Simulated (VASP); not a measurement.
An input for Quantum ESPRESSO's pw.x (written as the equivalent of a VASP run, and not itself run):

```
&CONTROL
  calculation = 'vc-relax'
  pseudo_dir = './pseudo'
  outdir = './out'
  tprnfor = .true.
  tstress = .true.
  nstep = 60
  forc_conv_thr = 0.00078
/
&SYSTEM
  ibrav = 0
  nat = 3
  ntyp = 2
  ecutwfc = 84
  occupations = 'smearing'
  smearing = 'methfessel-paxton'
  degauss = 0.00735
  input_dft = 'vdw-df-obk8'
/
&ELECTRONS
  conv_thr = 7.3e-08
  electron_maxstep = 100
/
&IONS
/
&CELL
/
ATOMIC_SPECIES
  Ti 47.867 Ti.upf
  S 32.060 S.upf
CELL_PARAMETERS angstrom
     1.7061735   -2.9551796    0.0000000
     1.7061735    2.9551796   -0.0000000
     0.0000000   -0.0000000    5.7002603
ATOMIC_POSITIONS crystal
  Ti   0.0000000  0.0000000  0.0000000
  S    0.3333330  0.6666670  0.2496430
  S    0.6666670  0.3333330  0.7503570
K_POINTS automatic
  9 9 5 0 0 0
```

Write the VASP files for the same calculation (optB88-vdW).

This is not unique; one that fits is 
KPOINTS:
```
kpoints
0
gamma
  9 9 5
```

INCAR:
```
! general
SYSTEM   = TiS2
PREC     = Accurate
ENCUT    = 520   ! plane-wave cut-off (eV)
LREAL    = .False.   ! projection in real space or not
LASPH    = .True.   ! aspherical one-centre terms

! electronic loop
EDIFF    = 1E-6   ! SCF stop (eV)
NELM     = 100
ALGO     = Normal   ! blocked Davidson
LMAXMIX  = 4   ! l cut-off of mixed one-centre charges

! smearing
ISMEAR   = 1
SIGMA    = 0.1

! functional
GGA      = BO
LUSE_VDW = .True.
AGGAC    = 0.0
PARAM1   = 0.1833333333
PARAM2   = 0.22

! ions
IBRION   = 2
NSW      = 60   ! most ionic steps
ISIF     = 3   ! ions, shape and volume
EDIFFG   = -0.02   ! ionic stop

! output
LWAVE    = .False.
LCHARG   = .False.
```

### POSCAR
```
TiS2
1.0
  1.7061735080  -2.9551795754   0.0000000000
  1.7061735080   2.9551795754   0.0000000000
  0.0000000000   0.0000000000   5.7002603102
Ti S
1 2
Direct
  0.0000000000   0.0000000000   0.0000000000
  0.3333330000   0.6666670000   0.2496430472
  0.6666670000   0.3333330000   0.7503569528
```

POTCAR, in this order: Ti_sv S (PBE.64 set). Program: vasp_std.

Limits of the translation: the potentials are each code's own (VASP's PAW set, PseudoDojo norm-conserving files in pw.x), so ENCUT and ecutwfc are chosen apart and not converted; conv_thr bounds pw.x's estimated SCF error, while EDIFF bounds the energy change between steps; forc_conv_thr acts on force components and is met together with etot_conv_thr.

The compound is TiS2 in the 1T layered structure. It was relaxed first. The start is the result of an earlier pass.
